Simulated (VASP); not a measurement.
Energy against volume of Cu (fcc). All values below come from PBE GGA, VASP's PBE PAW potentials (set 64) (plane waves; VASP). Numerical set-up: 520 eV cut-off, 17×17×17 Γ-centred mesh, first-order Methfessel-Paxton smearing of 0.10 eV, potentials Cu.

```tsv
V (Å³/atom)	E (eV/atom)
11.256	-3.70406
11.616	-3.72078
11.975	-3.72615
12.334	-3.72199
```

### Question
Fit these four points and predict the energy of the run at 12.693 Å³/atom.

### Answer
A cubic in V^(−2/3), the third-order Birch-Murnaghan form, passes through the four points with V0 = 11.99 Å³/atom and B0 = 141 GPa, and gives -3.7098 eV/atom there. The run gave -3.7100 eV/atom, -0.2 meV/atom from the fit; all five points give B0 = 140 GPa.

The compound is Cu in the fcc structure. It was relaxed first.
